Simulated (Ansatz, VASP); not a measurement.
# WSO (2H-WOS 4 layers, 2H (AA')) in two plane-wave programs, part 2 of 2

Aim: how closely do two programs agree when they are given the same cell, functional and k mesh? The structure shown is the start of the Ansatz relaxation below; VASP solves that cell, so the two are compared at the walk's first step.

VASP 6.6.1 and Ansatz 0.2.0.

So far: The structure; Ansatz: relaxation, PBEsol with D3(BJ).

## Step 3: VASP: single point, PBEsol with D3(BJ), start cell

Level of this step: PBEsol with D3(BJ), no spin polarisation; plane waves and PAW (S, W, O) (VASP).

The same cell, functional, mesh and smearing now go to VASP, with its own data sets.

Lines of VASP's logs that name or quote its potential files are left out, and so is its time.

INCAR reads:

```
SYSTEM = WSO
PREC = Accurate
ENCUT = 520
EDIFF = 1E-06
NELM = 120
ISMEAR = -1
SIGMA = 0.05
LREAL = .FALSE.
ALGO = Normal
GGA = PS
IVDW = 12
NBANDS = 48
LASPH = .TRUE.
LORBIT = 11
LWAVE = .FALSE.
LCHARG = .FALSE.
ISIF = 2
LDIPOL = .TRUE.
IDIPOL = 3
DIPOL = 0.5 0.5 0.501
LVHAR = .TRUE.
GGA_COMPAT = .FALSE.
NELMDL = -8
KPAR = 2
```

POSCAR reads:

```
WSO
1.0
    3.0529560000      0.0000000000      0.0000000000
   -1.5264780000      2.6439370000      0.0000000000
    0.0000000000      0.0000000000     72.8388150000
S W O
4 4 4
Direct
    0.3333333964      0.6666667927      0.3562660925
    0.0000000000      0.0000000000      0.4382581457
    0.3333333964      0.6666667927      0.5202501990
    0.0000000000      0.0000000000      0.6022422523
    0.0000000000      0.0000000000      0.3811451902
    0.3333333964      0.6666667927      0.4631372435
    0.0000000000      0.0000000000      0.5451292831
    0.3333333964      0.6666667927      0.6271213363
    0.3333333964      0.6666667927      0.3977577614
    0.0000000000      0.0000000000      0.4797498147
    0.3333333964      0.6666667927      0.5617418680
    0.0000000000      0.0000000000      0.6437339075
```

KPOINTS reads:

```
Automatic mesh
0
Gamma
12 12 1
0 0 0
```

The projector-augmented-wave data sets are S, W and O (PBE family, release 64).

Launch:

```bash
$ mpirun -np 2 vasp_std
```

Numbers of over 12 decimals in the logs are rounded to 6 here.

The program printed:

```text
[banner, memory and clock lines left out]
running    2 mpi-ranks, on    1 nodes
 distrk:  each k-point on    1 cores,    2 groups
 distr:  one band on    1 cores,    1 groups

 POSCAR found type information on POSCAR S W O
 POSCAR found :  3 types and      12 ions
|                                                                             |
|               ----> ADVICE to this user running VASP <----                  |
|                                                                             |
|     You enforced a specific xc type in the INCAR file but a different       |
|     [... a line on the potential file left out ...]
|     I HOPE YOU KNOW WHAT YOU ARE DOING!                                     |
|                                                                             |

 LDA part: xc-table for (Slater+PW92), standard interpolation
|                                                                             |
|           W    W    AA    RRRRR   N    N  II  N    N   GGGG   !!!           |
|           W    W   A  A   R    R  NN   N  II  NN   N  G    G  !!!           |
|           W    W  A    A  R    R  N N  N  II  N N  N  G       !!!           |
|           W WW W  AAAAAA  RRRRR   N  N N  II  N  N N  G  GGG   !            |
|           WW  WW  A    A  R   R   N   NN  II  N   NN  G    G                |
|           W    W  A    A  R    R  N    N  II  N    N   GGGG   !!!           |
|                                                                             |
|     One of the lattice vectors is very long (>50 A), but AMIN is rather     |
|     large. This can spoil convergence since charge sloshing might occur     |
|     along the long lattice vector. If problems with convergence are         |
|     observed, try to decrease AMIN to a smaller value (e.g. 0.01).          |
|     Note: This warning only applies if the self-consistency cycle is        |
|     used.                                                                   |
|                                                                             |

 POSCAR, INCAR and KPOINTS ok, starting setup
 FFT: planning ... GRIDC
 FFT: planning ... GRID_SOFT
 FFT: planning ... GRID
 WAVECAR not read
 entering main loop
       N       E                     dE             d eps       ncg     rms          rms(c)
DAV:   1     0.618599853471E+03    0.61860E+03   -0.27047E+04  1856   0.116E+03
DAV:   2    -0.137093773109E+02   -0.63231E+03   -0.60412E+03  2696   0.267E+02
DAV:   3    -0.116320940096E+03   -0.10261E+03   -0.10149E+03  2168   0.117E+02
DAV:   4    -0.120212143246E+03   -0.38912E+01   -0.38612E+01  2552   0.248E+01
DAV:   5    -0.120341756441E+03   -0.12961E+00   -0.12923E+00  2568   0.409E+00
DAV:   6    -0.120346326716E+03   -0.45703E-02   -0.45662E-02  2576   0.778E-01
DAV:   7    -0.120346520737E+03   -0.19402E-03   -0.19395E-03  2608   0.144E-01
DAV:   8    -0.120346529862E+03   -0.91249E-05   -0.91235E-05  2424   0.290E-02    0.531E+01
DAV:   9    -0.110008102509E+03    0.10338E+02   -0.78158E+01  2520   0.378E+01    0.207E+01
DAV:  10    -0.108909739827E+03    0.10984E+01   -0.24364E+01  2424   0.248E+01    0.169E+01
DAV:  11    -0.107899401341E+03    0.10103E+01   -0.37517E+00  2656   0.101E+01    0.255E+00
DAV:  12    -0.110067967724E+03   -0.21686E+01   -0.13147E+01  2912   0.916E+00    0.901E+00
DAV:  13    -0.107888171568E+03    0.21798E+01   -0.90137E+01  2976   0.963E+00    0.162E+00
DAV:  14    -0.107841893377E+03    0.46278E-01   -0.34462E-01  2456   0.226E+00    0.122E+00
[...]
DAV:  30    -0.107835751258E+03   -0.22549E-05   -0.27071E-06  1896   0.666E-03    0.534E-03
DAV:  31    -0.107835758808E+03   -0.75498E-05   -0.10284E-06  1784   0.435E-03    0.328E-03
DAV:  32    -0.107835765673E+03   -0.68654E-05   -0.70203E-07  1512   0.341E-03    0.174E-03
DAV:  33    -0.107835771404E+03   -0.57304E-05   -0.27784E-07  1424   0.242E-03    0.178E-03
DAV:  34    -0.107835776016E+03   -0.46123E-05   -0.18463E-07  1392   0.158E-03    0.130E-03
DAV:  35    -0.107835779318E+03   -0.33022E-05   -0.10188E-07  1352   0.116E-03    0.687E-04
DAV:  36    -0.107835780958E+03   -0.16395E-05   -0.47105E-08  1232   0.763E-04    0.861E-04
DAV:  37    -0.107835781926E+03   -0.96883E-06   -0.33444E-08  1176   0.730E-04
   1 F= -.11077609E+03 E0= -.11077087E+03  d E =-.104489E-01
```

OUTCAR, selected parts (step 3):

```text
ion  position               nearest neighbor table
   1  0.333  0.667  0.356-   5 2.53   5 2.53   5 2.53
   2  0.000  0.000  0.438-   6 2.53   6 2.53   6 2.53
   3  0.333  0.667  0.520-   7 2.53   7 2.53   7 2.53
   4  0.000  0.000  0.602-   8 2.53   8 2.53   8 2.53
   5  0.000  0.000  0.381-   9 2.14   9 2.14   9 2.14   1 2.53   1 2.53   1 2.53
   6  0.333  0.667  0.463-  10 2.14  10 2.14  10 2.14   2 2.53   2 2.53   2 2.53
   7  0.000  0.000  0.545-  11 2.14  11 2.14  11 2.14   3 2.53   3 2.53   3 2.53
   8  0.333  0.667  0.627-  12 2.14  12 2.14  12 2.14   4 2.53   4 2.53   4 2.53
   9  0.333  0.667  0.398-   5 2.14   5 2.14   5 2.14
  10  0.000  0.000  0.480-   6 2.14   6 2.14   6 2.14
  11  0.333  0.667  0.562-   7 2.14   7 2.14   7 2.14
  12  0.000  0.000  0.644-   8 2.14   8 2.14   8 2.14

  LATTYP: Found a hexagonal cell.
 ALAT       =     3.0529560000
 C/A-ratio  =    23.8584555428

 Subroutine GETGRP returns: Found  6 space group operations
 (whereof  6 operations were pure point group operations)

The static configuration has the point symmetry C_3v.

 Found     19 irreducible k-points:

   k-points           NKPTS =     19   k-points in BZ     NKDIM =     19   number of bands    NBANDS=     48

   dimension x,y,z NGX =    24 NGY =   24 NGZ =  560
   dimension x,y,z NGXF=    48 NGYF=   48 NGZF= 1120

   ENCUT  =  520.0 eV  38.22 Ry    6.18 a.u.   5.68  5.68135.43*2*pi/ulx,y,z

   NELECT =      72.0000    total number of electrons

 k-points in reciprocal lattice and weights: Automatic mesh
   0.00000000  0.00000000  0.00000000       0.007
   0.08333333 -0.00000000  0.00000000       0.042
   0.16666667 -0.00000000  0.00000000       0.042
   0.25000000 -0.00000000  0.00000000       0.042
   0.33333333 -0.00000000  0.00000000       0.042
   0.41666667  0.00000000  0.00000000       0.042
   0.50000000 -0.00000000  0.00000000       0.021
   0.08333333  0.08333333  0.00000000       0.042
   0.16666667  0.08333333  0.00000000       0.083
[...]
0.33333333  0.25000000  0.00000000       0.083
   0.33333333  0.33333333  0.00000000       0.014

 dipolmoment           0.000000      0.000000      0.140585 electrons x Angstroem

 average (electrostatic) potential at core
       1 -95.1108       2 -94.6368       3 -94.2097       4 -93.7227       5 -49.5509
       6 -49.0991       7 -48.6733       8 -48.1993       9 -79.0444      10 -78.5899
      11 -78.1636      12 -77.6233

 E-fermi :  -1.8494

 k-point     1 :       0.0000    0.0000    0.0000
  band No.  band energies     occupation
    ...
     31      -3.2091      2.00000
     32      -3.1381      2.00000
     33      -3.1381      2.00000
     34      -2.6903      2.00000
     35      -2.2525      1.99937
     36      -1.7403      0.20282
     37      -0.9313      0.00000
     38      -0.9313      0.00000
     39      -0.5607      0.00000
     40      -0.5606      0.00000
    ...

 k-point     2 :       0.0833   -0.0000    0.0000
  band No.  band energies     occupation
    ...
     32      -3.3065      2.00000
     33      -3.2239      2.00000
     34      -2.8181      2.00000
     35      -2.3860      1.99996
     36      -1.8745      1.24558
     37      -1.1497      0.00000
     38      -1.0014      0.00000
     39      -0.7134      0.00000
     40      -0.6090      0.00000
     41      -0.5247      0.00000
    ...

 k-point     3 :       0.1667   -0.0000    0.0000
  band No.  band energies     occupation
    ...
     32      -3.6961      2.00000
     33      -3.3813      2.00000
     34      -3.2321      2.00000
     35      -2.8039      2.00000
     36      -2.2779      1.99962
     37      -1.5190      0.00270
     38      -1.0969      0.00000
     39      -1.0341      0.00000
     40      -0.6191      0.00000
     41      -0.6038      0.00000
    ...

 Edisp (eV)   -2.94031

  Total     -25.70255   -25.70254   -35.88220     0.00000     0.00000     0.00000
  in kB     -70.04099   -70.04097   -97.78114     0.00000     0.00000     0.00000
  external pressure =      -79.29 kB  Pullay stress =        0.00 kB

  energy-cutoff  :      520.00
  volume of cell :      587.94
      direct lattice vectors                 reciprocal lattice vectors
     3.052956000  0.000000000  0.000000000     0.327551396  0.189111919  0.000000000
    -1.526478000  2.643937000  0.000000000     0.000000000  0.378223838  0.000000000
     0.000000000  0.000000000 72.838815000     0.000000000  0.000000000  0.013728944

 POSITION                                       TOTAL-FORCE (eV/Angst)
 -----------------------------------------------------------------------------------
      0.00000      1.76262     25.95000         0.000000     -0.000000      3.474078
      0.00000      0.00000     31.92220        -0.000000     -0.000000      3.499193
      0.00000      1.76262     37.89441        -0.000000      0.000000      3.496916
      0.00000      0.00000     43.86661        -0.000000     -0.000000      3.472508
      0.00000      0.00000     27.76216        -0.000000     -0.000000     -1.813488
      0.00000      1.76262     33.73437        -0.000000     -0.000000     -1.953904
      0.00000      0.00000     39.70657        -0.000000     -0.000000     -1.947427
      0.00000      1.76262     45.67877        -0.000000     -0.000000     -1.732664
      0.00000      1.76262     28.97220        -0.000000     -0.000000     -1.516552
      0.00000      0.00000     34.94441        -0.000000     -0.000000     -1.541113
      0.00000      1.76262     40.91661         0.000000      0.000000     -1.554448
      0.00000      0.00000     46.88881        -0.000000     -0.000000     -1.883098
 -----------------------------------------------------------------------------------
    total drift:                               -0.000001     -0.001145     -0.000883

  FREE ENERGIE OF THE ION-ELECTRON SYSTEM (eV)
  ---------------------------------------------------
  free  energy   TOTEN  =      -110.7760911235 eV

  energy  without entropy=     -110.7656421824  energy(sigma->0) =     -110.77086665

 vacuum level on the upper side and lower side of the slab         4.974         1.822

 total charge
# of ion       s       p       d       tot
------------------------------------------
    1        1.365   2.259   0.000   3.624
    2        1.369   2.246   0.000   3.615
    3        1.369   2.245   0.000   3.615
    4        1.369   2.247   0.000   3.616
    5        0.507   0.646   4.005   5.159
    6        0.508   0.648   4.003   5.159
    7        0.509   0.648   4.003   5.159
    8        0.509   0.649   3.995   5.153
    9        1.570   3.343   0.000   4.913
   10        1.570   3.344   0.000   4.914
   11        1.570   3.343   0.000   4.913
   12        1.572   3.333   0.000   4.905
--------------------------------------------------
tot         13.788  24.950  16.007  54.745

[... 3 further parts left out ...]
```

## Step 4: Side by side

Known differences besides the potentials themselves: Ansatz cuts the interaction across the vacuum, VASP repeats the sheet with a dipole correction; the data sets hold 104 valence electrons in Ansatz (on its default PAW (the set named soft_2) files) and 72 in VASP; the cutoff is 420 eV in Ansatz and 520 eV in VASP; Ansatz makes its cores anew for this functional, VASP keeps those of its PBE data sets. Total energies have different zeros and are not compared.

Forces on 8 of the 12 atoms, those with the largest forces and the largest differences (eV/Å; atoms numbered as in POSCAR):

| atom | Ansatz x, y, z | VASP x, y, z |
| --- | --- | --- |
| S1 | 0.000, 0.000, 3.418 | 0.000, 0.000, 3.474 |
| S2 | 0.000, 0.000, 3.438 | 0.000, 0.000, 3.499 |
| S3 | 0.000, 0.000, 3.436 | 0.000, 0.000, 3.497 |
| S4 | 0.000, 0.000, 3.413 | 0.000, 0.000, 3.473 |
| W5 | 0.000, 0.000, -1.728 | 0.000, 0.000, -1.813 |
| W6 | 0.000, 0.000, -1.860 | 0.000, 0.000, -1.954 |
| W7 | 0.000, 0.000, -1.854 | 0.000, 0.000, -1.947 |
| O12 | 0.000, 0.000, -1.890 | 0.000, 0.000, -1.883 |

The forces differ by 36 meV/Å r.m.s., which is 2.5 % of the r.m.s. force of 1.425 eV/Å (both taken over all components). With vacuum in the cell, a pressure given here is an average over mostly empty space and none of the material.

## Step 5: What came out

- r.m.s. force difference (single point, PBEsol with D3(BJ), start cell): 2.5 % of the r.m.s. force

The r.m.s. force difference is 2.5 % of the r.m.s. force (single point, PBEsol with D3(BJ), start cell), within the 3 % picked in this series as the mark of a large difference. The data sets hold unlike numbers of valence electrons (104 in Ansatz and 72 in VASP), so part of the differences comes from the potentials. 1 further run of this series is not shown here. How closely two codes agree says nothing of how well the functional describes the real material.

[Lines on the potential files, build, host, timing and source positions are cut from VASP's logs without a mark.]

[Logs are printed without paths, hosts, clocks, repeated set-up lines and the standing remarks that a program may print on its own settings, such as how far it seeks lower states.]

[Hosts, paths, dates, database ids (printed as entryN), source tags and the programs' standing remarks are cut or masked in the printed files.]
